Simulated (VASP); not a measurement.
Calculation: PBE GGA, VASP's PBE PAW potentials (set 64) (plane waves; VASP).

Input for VASP

**POSCAR**
```
Ge
1
    0.0000000000     2.8201170000     2.8201170000
    2.8201170000     0.0000000000     2.8201170000
    2.8201170000     2.8201170000     0.0000000000
Ge
2
Direct
  0.5000000000   0.5000000000   0.5000000000
  0.7500000000   0.7500000000   0.7500000000
```

INCAR:
```
NELM  =  100
ENCUT  =  300   ! plane-wave cut-off (eV)
SIGMA  =  0.1
EDIFF  =  1E-6   ! SCF stop (eV)
LASPH  =  .TRUE.
SYSTEM  =  Ge
LWAVE  =  .FALSE.
LREAL  =  .FALSE.   ! projection in real space or not
ISIF  =  2
LCHARG  =  .FALSE.
LMAXMIX  =  4   ! l cut-off of mixed one-centre charges
ALGO  =  Normal
GGA  =  PE
ISMEAR  =  -1   ! Fermi-Dirac
PREC  =  Accurate
```

KPOINTS:
```
Automatic mesh
0
Gamma
3 3 3
0 0 0
```

POTCAR, in this order: Ge_d (PBE.64 set). Program: vasp_std.

The resulting files:

**OUTCAR**
```
 ion  position               nearest neighbor table
   1  0.500  0.500  0.500-   2 2.44   2 2.44   2 2.44   2 2.44
   2  0.750  0.750  0.750-   1 2.44   1 2.44   1 2.44   1 2.44
  LATTYP: Found a face centered cubic cell.
 ALAT       =     5.6402340000
 Subroutine PRICEL returns:
 Original cell was already a primitive cell.
 Subroutine GETGRP returns: Found 48 space group operations
The static configuration has the point symmetry T_d .
 The point group associated with its full space group is O_h .
The dynamic configuration has the point symmetry T_d .
 Subroutine INISYM returns: Found 48 space group operations
 Subroutine IBZKPT returns following result:
 Found      4 irreducible k-points:

 Following reciprocal coordinates:
            Coordinates               Weight
  0.000000  0.000000  0.000000      1.000000
  0.333333  0.000000  0.000000      8.000000
  0.333333  0.333333  0.000000      6.000000
 -0.333333  0.333333  0.000000     12.000000
   k-points           NKPTS =      4   k-points in BZ     NKDIM =      4   number of bands    NBANDS=     18
   number of dos      NEDOS =    301   number of ions     NIONS =      2
   total plane-waves  NPLWV =  13824
   dimension x,y,z NGX =    24 NGY =   24 NGZ =   24
   dimension x,y,z NGXF=    48 NGYF=   48 NGZF=   48
   ions per type =               2
   PREC   = accura    normal or accurate (medium, high low for compatibility)
   ISTART =      0    job   : 0-new  1-cont  2-samecut
   ICHARG =      2    charge: 1-file 2-atom 10-const
   ISPIN  =      1    spin polarized calculation?
   LNONCOLLINEAR =      F non collinear calculations
   LSORBIT =      F    spin-orbit coupling
   INIWAV =      1    electr: 0-lowe 1-rand  2-diag
   ENCUT  =  300.0 eV  22.05 Ry    4.70 a.u.   5.63  5.63  5.63*2*pi/ulx,y,z
   NELM   =    100;   NELMIN=  2; NELMDL= -5     # of ELM steps
   EDIFF  = 0.1E-05   stopping-criterion for ELM
   LREAL  =      F    real-space projection
   NLSPLINE    = F    spline interpolate recip. space projectors
   LMAXMIX     =    4 max onsite mixed and CHGCAR
...
```

File OSZICAR:
```
       N       E                     dE             d eps       ncg     rms          rms(c)
DAV:   1     0.141831056680E+03    0.14183E+03   -0.11936E+04   144   0.313E+03
DAV:   2     0.957395571838E+01   -0.13226E+03   -0.13038E+03   144   0.427E+02
DAV:   3    -0.784993751757E+01   -0.17424E+02   -0.17262E+02   170   0.126E+02
DAV:   4    -0.834428082796E+01   -0.49434E+00   -0.49319E+00   156   0.247E+01
DAV:   5    -0.835191761924E+01   -0.76368E-02   -0.76344E-02   164   0.309E+00    0.350E+00
DAV:   6    -0.827106526576E+01    0.80852E-01   -0.34259E-02   162   0.143E+00    0.210E+00
DAV:   7    -0.823123913783E+01    0.39826E-01   -0.92325E-02   160   0.243E+00    0.183E-01
DAV:   8    -0.823446219432E+01   -0.32231E-02   -0.69174E-03   154   0.939E-01    0.629E-02
DAV:   9    -0.823474918236E+01   -0.28699E-03   -0.46193E-04   170   0.213E-01    0.147E-02
DAV:  10    -0.823476356903E+01   -0.14387E-04   -0.46784E-05   182   0.999E-02    0.984E-03
DAV:  11    -0.823476606337E+01   -0.24943E-05   -0.63901E-06   170   0.322E-02    0.135E-03
DAV:  12    -0.823476619781E+01   -0.13445E-06   -0.22710E-07    90   0.648E-03
   1 F= -.82347662E+01 E0= -.82205568E+01  d E =-.284188E-01
```

OUTCAR:
```
------------------------ aborting loop because EDIFF is reached ----------------------------------------
  FORCE on cell =-STRESS in cart. coord.  units (eV):
  Direction    XX          YY          ZZ          XY          YZ          ZX
  --------------------------------------------------------------------------------------
  Total        1.4173590      1.4173590      1.4173590     -0.0000000      0.0000000     -0.0000000
  in kB       50.6243051     50.6243051     50.6243051     -0.0000000      0.0000000     -0.0000000
  external PRESSURE =      50.6243051 kB  Pullay stress =       0.0000000 kB
  volume of cell :       44.86
      direct lattice vectors                 reciprocal lattice vectors
     0.000000000  2.820117000  2.820117000    -0.177297609  0.177297609  0.177297609
     2.820117000  0.000000000  2.820117000     0.177297609 -0.177297609  0.177297609
     2.820117000  2.820117000  0.000000000     0.177297609  0.177297609 -0.177297609
 POSITION                                       TOTAL-FORCE (eV/Angst)
 -----------------------------------------------------------------------------------
      2.82012      2.82012      2.82012        -0.000000     -0.000000     -0.000000
      4.23018      4.23018      4.23018         0.000000      0.000000      0.000000
 -----------------------------------------------------------------------------------
    total drift:                               -0.000000      0.000000      0.000000
  FREE ENERGIE OF THE ION-ELECTRON SYSTEM (eV)
  ---------------------------------------------------
  free  energy   TOTEN  =        -8.2347661978 eV

  energy  without entropy=       -8.2063473525  energy(sigma->0) =       -8.22055678
```
(Selected blocks of OUTCAR.)

**OUTCAR**
```
 val. band max:        5.1808373058   @ k =   0.0000   0.0000   0.0000

 cond. band min:       5.3129090304   @ k =   0.0000   0.0000   0.0000


 Fermi energy:         5.2884247595

 k-point     1 :       0.0000    0.0000    0.0000
  band No.  band energies     occupation
      1     -19.6059      2.00000
      2     -19.6059      2.00000
      3     -19.6059      2.00000
      4     -19.5703      2.00000
      5     -19.5703      2.00000
      6     -19.3540      2.00000
      7     -19.3540      2.00000
      8     -19.3540      2.00000
      9     -19.3395      2.00000
     10     -19.3395      2.00000
     11      -7.6703      2.00000
     12       5.1808      1.49146
     13       5.1808      1.49143
     14       5.1808      1.49142
     15       5.3129      0.87819
     16       7.7013      0.00000
     17       7.7014      0.00000
     18       7.7014      0.00000

 k-point     2 :       0.3333    0.0000    0.0000
  band No.  band energies     occupation
      1     -19.6278      2.00000
      2     -19.6278      2.00000
      3     -19.5913      2.00000
      4     -19.5324      2.00000
      5     -19.5324      2.00000
      6     -19.3856      2.00000
      7     -19.3856      2.00000
      8     -19.3687      2.00000
      9     -19.3140      2.00000
     10     -19.3140      2.00000
     11      -6.3877      2.00000
     12      -0.9392      2.00000
     13       3.9919      2.00000
     14       3.9919      2.00000
     15       5.6153      0.07331
     16       8.9340      0.00000
     17       8.9340      0.00000
     18      12.2748      0.00000

 k-point     3 :       0.3333    0.3333    0.0000
  band No.  band energies     occupation
      1     -19.6316      2.00000
      2     -19.6316      2.00000
      3     -19.6023      2.00000
      4     -19.5104      2.00000
      5     -19.4824      2.00000
      6     -19.4634      2.00000
      7     -19.3948      2.00000
      8     -19.3408      2.00000
      9     -19.3106      2.00000
...
```

At this cut-off the stress carries a Pulay error, which pulls relaxed volumes low.

The structure comes from a computed database's Ge entry; how it stands against other phases isn't given here. The cell was not relaxed at this level. The k-mesh is coarse (spacing up to 0.64 per Å, 2π included), so the numbers may not be converged in it. The run is one of a series of settings (KPOINTS 3×3×3 Γ-centred mesh against the base run), some of them coarse on purpose.
